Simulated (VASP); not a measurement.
Input:

```
ZrB
1.0
    0.00000     2.43284     2.43284
    2.43284     0.00000     2.43284
    2.43284     2.43284     0.00000
Zr B
1 1
Direct
  0.00000   0.00000   0.00000
  0.50000   0.50000   0.50000
```

Calculation: PBEsol GGA, VASP's PBE PAW potentials (set 64) (plane waves; VASP). Run with 520 eV cut-off, Gaussian smearing of 0.050 eV, potentials Zr_sv B.

### Question
Estimate the band gap (along the path) with the smallest direct gap where there is one.

### Answer

| Quantity | Result |
|---|---|
| band gap (along the path) | none (metal, semimetal or under 0.01 eV) |

Total energies compare only between runs with the same potentials, cut-off and functional.

The structure was generated: ZrB was put into the rock salt type (Fm-3m), which need not be its known phase. It was relaxed first, which changed the volume by -34 %. The electron count is odd and the run is not spin-polarised, which forces a metal.
